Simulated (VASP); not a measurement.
Calculation: AM05 GGA, VASP's PBE PAW potentials (set 64) (plane waves; VASP 6.6.1).

A VASP calculation is set up with these files.

INCAR:
```
ALGO=Normal
EDIFF=1E-7
ENCUT=520
GGA=AM
ISIF=2
ISMEAR=-5
LASPH=T
LCHARG=T
LMAXMIX=4
LORBIT=11
LREAL=F
LWAVE=F
NEDOS=601
NELM=100
PREC=Accurate
SYSTEM=NiAl
```

### POSCAR
```
NiAl
1
    2.8635489126     0.0000000000     0.0000000000
    0.0000000000     2.8635489126     0.0000000000
    0.0000000000     0.0000000000     2.8635489126
Al Ni
1 1
Direct
  0.5000000000   0.5000000000   0.5000000000
  0.0000000000   0.0000000000   0.0000000000
```

KPOINTS:
```
Automatic mesh
0
Gamma
14 14 14
0 0 0
```

POTCAR, in this order: Al Ni (PBE.64 set). Program: vasp_std.

The run wrote:

**OSZICAR**
```
       N       E                     dE             d eps       ncg     rms          rms(c)
DAV:   1     0.398418962408E+02    0.39842E+02   -0.57709E+03  2448   0.138E+03
DAV:   2    -0.115925867605E+02   -0.51434E+02   -0.49086E+02  2424   0.207E+02
DAV:   3    -0.128585092018E+02   -0.12659E+01   -0.12549E+01  2816   0.425E+01
DAV:   4    -0.128791937713E+02   -0.20685E-01   -0.20630E-01  2834   0.484E+00
DAV:   5    -0.128798180251E+02   -0.62425E-03   -0.62376E-03  2776   0.887E-01    0.126E+01
DAV:   6    -0.147933211345E+02   -0.19135E+01   -0.62715E+01  2688   0.138E+02    0.160E+01
DAV:   7    -0.113033035175E+02    0.34900E+01   -0.17426E+01  2644   0.813E+01    0.115E+00
DAV:   8    -0.112924610400E+02    0.10842E-01   -0.43762E-01  2992   0.850E+00    0.105E+00
DAV:   9    -0.112770670108E+02    0.15394E-01   -0.56642E-02  2792   0.386E+00    0.206E-01
DAV:  10    -0.112766041522E+02    0.46286E-03   -0.18317E-03  2810   0.694E-01    0.775E-02
DAV:  11    -0.112766013591E+02    0.27932E-05   -0.51344E-05  2780   0.700E-02    0.297E-02
DAV:  12    -0.112765992026E+02    0.21565E-05   -0.81962E-06  2890   0.541E-02    0.421E-03
DAV:  13    -0.112765988670E+02    0.33553E-06   -0.29531E-07  1774   0.565E-03    0.168E-03
DAV:  14    -0.112765988358E+02    0.31227E-07   -0.16233E-07  1396   0.409E-03
   1 F= -.11276599E+02 E0= -.11276599E+02  d E =0.000000E+00
```

### OUTCAR
```
------------------------ aborting loop because EDIFF is reached ----------------------------------------
  FORCE on cell =-STRESS in cart. coord.  units (eV):
  Direction    XX          YY          ZZ          XY          YZ          ZX
  --------------------------------------------------------------------------------------
  Total       -0.0432004     -0.0432004     -0.0432004     -0.0000000     -0.0000000     -0.0000000
  in kB       -2.9477084     -2.9477084     -2.9477084     -0.0000000     -0.0000000     -0.0000000
  external PRESSURE =      -2.9477084 kB  Pullay stress =       0.0000000 kB
  volume of cell :       23.48
      direct lattice vectors                 reciprocal lattice vectors
     2.863548913  0.000000000  0.000000000     0.349217014  0.000000000  0.000000000
     0.000000000  2.863548913  0.000000000     0.000000000  0.349217014  0.000000000
     0.000000000  0.000000000  2.863548913     0.000000000  0.000000000  0.349217014
 POSITION                                       TOTAL-FORCE (eV/Angst)
 -----------------------------------------------------------------------------------
      1.43177      1.43177      1.43177         0.000000      0.000000      0.000000
      0.00000      0.00000      0.00000         0.000000      0.000000      0.000000
 -----------------------------------------------------------------------------------
    total drift:                                0.000000      0.000000      0.000000
  FREE ENERGIE OF THE ION-ELECTRON SYSTEM (eV)
  ---------------------------------------------------
  free  energy   TOTEN  =       -11.2765988358 eV

  energy  without entropy=      -11.2765988358  energy(sigma->0) =      -11.27659884

 total charge

# of ion       s       p       d       tot
------------------------------------------
    1        0.383   0.421   0.000   0.804
    2        0.484   0.534   8.484   9.502
--------------------------------------------------
tot          0.867   0.955   8.484  10.306
```
(Selected blocks of OUTCAR.)

For a metal the tetrahedron method with Blöchl corrections gives inexact stress and forces.

The compound is NiAl in the CsCl type structure. It was relaxed first. The run is not spin-polarised, so no magnetic state was tried. The electron count is odd and the run is not spin-polarised, which forces a metal.
